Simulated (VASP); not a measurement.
Computed with PBE GGA with D4 dispersion, VASP's PBE PAW potentials (set 64) (plane waves; VASP 6.6.1).

VASP ran on this input.

### POSCAR
```
CdSe
1
    2.1228757607    -3.6769284386     0.0000000000
    2.1228757607     3.6769284386     0.0000000000
    0.0000000000     0.0000000000     6.9232951623
Cd Se
2 2
Direct
  0.6666670000   0.3333330000   0.5000722190
  0.3333330000   0.6666670000   0.0000722190
  0.6666670000   0.3333330000   0.8759277810
  0.3333330000   0.6666670000   0.3759277810
```

### INCAR
```
SYSTEM = CdSe
PREC = Accurate; ENCUT = 520; LREAL = .False.
LASPH = .True.
EDIFF = 1E-7; NELM = 100; ALGO = Normal
LMAXMIX = 4
ISMEAR = 0; SIGMA = 0.05
GGA = PE; IVDW = 13
IBRION = 2; NSW = 30; ISIF = 4
EDIFFG = -0.01
LWAVE = .False.; LCHARG = .False.
```

### KPOINTS
```
Automatic mesh
0
Gamma
6 6 3
0 0 0
```

POTCAR, in this order: Cd Se (PBE.64 set). Program: vasp_std.

The run wrote:

### OUTCAR
```
 ion  position               nearest neighbor table
   1  0.667  0.333  0.500-   4 2.60   4 2.60   4 2.60   3 2.60
   2  0.333  0.667  0.000-   3 2.60   3 2.60   3 2.60   4 2.60
   3  0.667  0.333  0.876-   2 2.60   2 2.60   2 2.60   1 2.60
   4  0.333  0.667  0.376-   1 2.60   1 2.60   1 2.60   2 2.60
  LATTYP: Found a hexagonal cell.
 ALAT       =     4.2457513161
 C/A-ratio  =     1.6306407622
 Subroutine PRICEL returns:
 Original cell was already a primitive cell.
 Subroutine GETGRP returns: Found 12 space group operations
The static configuration has the point symmetry C_3v.
 The point group associated with its full space group is C_6v.
The dynamic configuration has the point symmetry C_3v.
 Subroutine INISYM returns: Found 12 space group operations
 Subroutine IBZKPT returns following result:
 Found     14 irreducible k-points:

 Following reciprocal coordinates:
            Coordinates               Weight
  0.000000  0.000000  0.000000      1.000000
  0.166667  0.000000  0.000000      6.000000
  0.333333  0.000000  0.000000      6.000000
  0.500000  0.000000  0.000000      3.000000
  0.166667  0.166667  0.000000      6.000000
  0.333333  0.166667  0.000000     12.000000
  0.333333  0.333333  0.000000      2.000000
  0.000000  0.000000  0.333333      2.000000
  0.166667  0.000000  0.333333     12.000000
  0.333333  0.000000  0.333333     12.000000
  0.500000  0.000000  0.333333      6.000000
  0.166667  0.166667  0.333333     12.000000
  0.333333  0.166667  0.333333     24.000000
  0.333333  0.333333  0.333333      4.000000
   k-points           NKPTS =     14   k-points in BZ     NKDIM =     14   number of bands    NBANDS=     22
   number of dos      NEDOS =    301   number of ions     NIONS =      4
   total plane-waves  NPLWV =  55296
   dimension x,y,z NGX =    32 NGY =   32 NGZ =   54
   dimension x,y,z NGXF=    64 NGYF=   64 NGZF=  108
   ions per type =               2   2
   PREC   = accura    normal or accurate (medium, high low for compatibility)
   ISTART =      0    job   : 0-new  1-cont  2-samecut
   ICHARG =      2    charge: 1-file 2-atom 10-const
   ISPIN  =      1    spin polarized calculation?
   LNONCOLLINEAR =      F non collinear calculations
   LSORBIT =      F    spin-orbit coupling
   INIWAV =      1    electr: 0-lowe 1-rand  2-diag
   ENCUT  =  520.0 eV  38.22 Ry    6.18 a.u.   7.89  7.89 12.87*2*pi/ulx,y,z
   NELM   =    100;   NELMIN=  2; NELMDL= -5     # of ELM steps
   EDIFF  = 0.1E-06   stopping-criterion for ELM
   LREAL  =      F    real-space projection
   NLSPLINE    = F    spline interpolate recip. space projectors
   LMAXMIX     =    4 max onsite mixed and CHGCAR
   VOSKOWN=      0    Vosko Wilk Nusair interpolation
   EDIFFG = -.1E-01   stopping-criterion for IOM
   NSW    =     30    number of steps for IOM
   NBLOCK =      1;   KBLOCK =     30    inner block; outer block
   IBRION =      2    ionic relax: 0-MD 1-quasi-New 2-CG
   NFREE  =      1    steps in history (QN), initial steepest desc. (CG)
   ISIF   =      4    stress and relaxation
   ISYM   =      2    0-nonsym 1-usesym 2-fastsym
   TEIN   =    0.0    initial temperature
   TEBEG  =    0.0;   TEEND  =   0.0 temperature during run
   SMASS  =  -3.00    Nose mass-parameter (am)
   PSTRESS=    0.0 pullay stress
   NELECT =      36.0000    total number of electrons
   EFERMI =   0.00;   METHOD = LEGACY
   ISMEAR =     0;   SIGMA  =   0.05  broadening in eV -4-tet -1-fermi 0-gaus
   IALGO  =     38    algorithm
   LDIAG  =      T    sub-space diagonalisation (order eigenvalues)
   IMIX   =      4    mixing-type and parameters
     AMIX     =   0.40;   BMIX     =  1.00
     AMIX_MAG =   1.60;   BMIX_MAG =  1.00
     AMIN     =   0.10
   GGA     = PE    functional components
...
```

**OSZICAR**
```
       N       E                     dE             d eps       ncg     rms          rms(c)
DAV:   1     0.249353914635E+03    0.24935E+03   -0.17615E+04   616   0.149E+03
DAV:   2     0.155119223630E+01   -0.24780E+03   -0.24279E+03   688   0.356E+02
DAV:   3    -0.114335518789E+02   -0.12985E+02   -0.12921E+02   742   0.819E+01
DAV:   4    -0.115421613031E+02   -0.10861E+00   -0.10858E+00   694   0.740E+00
DAV:   5    -0.115430413149E+02   -0.88001E-03   -0.87995E-03   742   0.607E-01    0.101E+01
DAV:   6    -0.108354527258E+02    0.70759E+00   -0.15993E+00   776   0.133E+01    0.765E+00
DAV:   7    -0.108038849970E+02    0.31568E-01   -0.70556E-01   688   0.475E+00    0.253E+00
DAV:   8    -0.107983221896E+02    0.55628E-02   -0.93921E-02   658   0.345E+00    0.448E-01
DAV:   9    -0.107983112438E+02    0.10946E-04   -0.11915E-02   706   0.144E+00    0.176E-01
DAV:  10    -0.107983822054E+02   -0.70962E-04   -0.12621E-03   694   0.457E-01    0.803E-02
DAV:  11    -0.107984676152E+02   -0.85410E-04   -0.18502E-04   688   0.913E-02    0.227E-02
DAV:  12    -0.107984747776E+02   -0.71624E-05   -0.41422E-05   736   0.715E-02    0.118E-02
DAV:  13    -0.107984763146E+02   -0.15370E-05   -0.11857E-05   676   0.391E-02    0.247E-03
DAV:  14    -0.107984764766E+02   -0.16201E-06   -0.68368E-07   718   0.595E-03    0.990E-04
DAV:  15    -0.107984765315E+02   -0.54840E-07   -0.22795E-07   588   0.397E-03
   1 F= -.12150010E+02 E0= -.12150010E+02  d E =-.121500E+02
       N       E                     dE             d eps       ncg     rms          rms(c)
DAV:   1    -0.107986423597E+02   -0.16588E-03   -0.11887E-02   640   0.758E-01    0.569E-02
DAV:   2    -0.107985550297E+02    0.87330E-04   -0.15537E-04   724   0.125E-01    0.313E-02
DAV:   3    -0.107985148463E+02    0.40183E-04   -0.81176E-05   714   0.722E-02    0.991E-03
DAV:   4    -0.107985149036E+02   -0.57292E-07   -0.10000E-05   688   0.293E-02    0.613E-03
DAV:   5    -0.107985147783E+02    0.12534E-06   -0.22460E-07   572   0.380E-03    0.318E-03
DAV:   6    -0.107985147853E+02   -0.70654E-08   -0.15704E-07   438   0.284E-03
   2 F= -.12150066E+02 E0= -.12150066E+02  d E =-.560979E-04
       N       E                     dE             d eps       ncg     rms          rms(c)
DAV:   1    -0.107996909784E+02   -0.11762E-02   -0.10695E-01   616   0.227E+00    0.171E-01
DAV:   2    -0.107989041341E+02    0.78684E-03   -0.14076E-03   712   0.376E-01    0.939E-02
DAV:   3    -0.107985431202E+02    0.36101E-03   -0.73126E-04   714   0.216E-01    0.298E-02
DAV:   4    -0.107985436734E+02   -0.55323E-06   -0.90024E-05   670   0.879E-02    0.184E-02
DAV:   5    -0.107985425488E+02    0.11247E-05   -0.21012E-06   744   0.114E-02    0.957E-03
DAV:   6    -0.107985426325E+02   -0.83704E-07   -0.13954E-06   700   0.822E-03    0.170E-03
DAV:   7    -0.107985426593E+02   -0.26806E-07   -0.17971E-07   544   0.379E-03
   3 F= -.12150146E+02 E0= -.12150146E+02  d E =-.136344E-03
       N       E                     dE             d eps       ncg     rms          rms(c)
DAV:   1    -0.107985690444E+02   -0.26412E-04   -0.82899E-03   628   0.592E-01    0.191E-02
DAV:   2    -0.107985697293E+02   -0.68487E-06   -0.75451E-05   732   0.629E-02    0.990E-03
DAV:   3    -0.107985676477E+02    0.20815E-05   -0.21594E-06   700   0.115E-02    0.545E-03
DAV:   4    -0.107985669296E+02    0.71814E-06   -0.12679E-06   736   0.921E-03    0.156E-03
DAV:   5    -0.107985669449E+02   -0.15323E-07   -0.16651E-07   432   0.393E-03
   4 F= -.12150180E+02 E0= -.12150180E+02  d E =-.341244E-04
       N       E                     dE             d eps       ncg     rms          rms(c)
DAV:   1    -0.107986053034E+02   -0.38374E-04   -0.74585E-02   616   0.177E+00    0.569E-02
DAV:   2    -0.107986116278E+02   -0.63244E-05   -0.68133E-04   732   0.189E-01    0.299E-02
DAV:   3    -0.107985929901E+02    0.18638E-04   -0.19321E-05   682   0.345E-02    0.166E-02
DAV:   4    -0.107985865511E+02    0.64390E-05   -0.11450E-05   742   0.277E-02    0.469E-03
DAV:   5    -0.107985866863E+02   -0.13526E-06   -0.15246E-06   646   0.118E-02    0.204E-03
DAV:   6    -0.107985867001E+02   -0.13737E-07   -0.33231E-08   344   0.113E-03
   5 F= -.12150230E+02 E0= -.12150230E+02  d E =-.836892E-04
```

File OUTCAR:
```
------------------------ aborting loop because EDIFF is reached ----------------------------------------
  Edisp (eV):   -1.35164
  FORCE on cell =-STRESS in cart. coord.  units (eV):
  Direction    XX          YY          ZZ          XY          YZ          ZX
  --------------------------------------------------------------------------------------
  Total       2.41554     2.41554     2.42960     0.00000     0.00000    -0.00000
  in kB      35.80729    35.80729    36.01573     0.00000     0.00000    -0.00000
  external pressure =       35.88 kB  Pullay stress =        0.00 kB
  volume of cell :      108.08
      direct lattice vectors                 reciprocal lattice vectors
     2.119789740 -3.671583189  0.000000000     0.235872450 -0.136181035  0.000000000
     2.119789740  3.671583189 -0.000000000     0.235872450  0.136181035  0.000000000
    -0.000000000  0.000000000  6.943468101    -0.000000000  0.000000000  0.144020248
  FREE ENERGIE OF THE ION-ELECTRON SYSTEM (eV)
  ---------------------------------------------------
  free  energy   TOTEN  =       -12.1502295953 eV

  energy  without entropy=      -12.1502295953  energy(sigma->0) =      -12.15022960

 reached required accuracy - stopping structural energy minimisation
```
(Selected blocks of OUTCAR.)

File CONTCAR:
```
CdSe
   1.00000000000000
     2.1197897400625223   -3.6715831893822957    0.0000000000000000
     2.1197897400625223    3.6715831893822957   -0.0000000000000000
    -0.0000000000000000    0.0000000000000000    6.9434681010699837
  Cd              Se
     2     2
Direct
     0.6666669999999968    0.3333330000000032    0.5007371716685043
     0.3333330000000032    0.6666669999999968    0.0007371716685042
     0.6666669999999968    0.3333330000000032    0.8752628283315005
     0.3333330000000032    0.6666669999999968    0.3752628283315005
```

The compound is CdSe in the wurtzite structure. This cell is one point of a volume scan, at 0.94 of the reference volume. Symmetry was kept, so distortions that lower it aren't found.
